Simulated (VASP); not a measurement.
An input for Ansatz (written as the equivalent of a VASP run, and not itself run):

Ansatz 0.2 input:
```yaml
crystal:
  lattice:
    - [0.0000000, 2.3880330, 2.3880330]
    - [2.3880330, 0.0000000, 2.3880330]
    - [2.3880330, 2.3880330, 0.0000000]
  atoms:
    - { symbol: Ca, position: [0.0000000, 0.0000000, 0.0000000] }
    - { symbol: O, position: [0.5000000, 0.5000000, 0.5000000] }
kpoints:
  mp_grid: { grid: [10, 10, 10] }
hamiltonian:
  xc: pbesol
  pseudopotentials: { kind: paw }
scf:
  occupations: { method: gaussian, width: 0.05 }
  max_iter: 100
output: { forces: true, stress: true, eigenvalues: true }
```

Problem. Write the VASP files for the same calculation (PBEsol).

Solution. One answer among several that fit: 
**INCAR**
```
SIGMA=0.05   # width (eV)
SYSTEM=CaO
LWAVE=.False.
ENCUT=520
ISIF=2
LCHARG=.False.
ALGO=Normal
LASPH=.True.   # aspherical one-centre terms
LREAL=.False.
GGA=PS   # PBEsol
ISMEAR=0
NELM=100   # most electronic steps
PREC=Accurate
EDIFF=1E-7   # SCF stop (eV)
```

### POSCAR
```
CaO
3.3771890
  0.0000000000   0.7071066951   0.7071066951
  0.7071066951   0.0000000000   0.7071066951
  0.7071066951   0.7071066951   0.0000000000
Ca O
1 1
direct
  0.0000000000   0.0000000000   0.0000000000
  0.5000000000   0.5000000000   0.5000000000
```

KPOINTS:
```
kpoints
0
Gamma
  10 10 10
```

POTCAR, in this order: Ca_sv O (PBE.64 set). Program: vasp_std.

What does not carry over: each code has its own PAW files, so the cut-off isn't converted (ENCUT is set for VASP's; basis.ecutwfc is left out, and Ansatz then takes the one that its files recommend); Ansatz stops its SCF on the density residual and VASP on the energy change (EDIFF).

The compound is CaO in the rock salt structure. It was relaxed first.
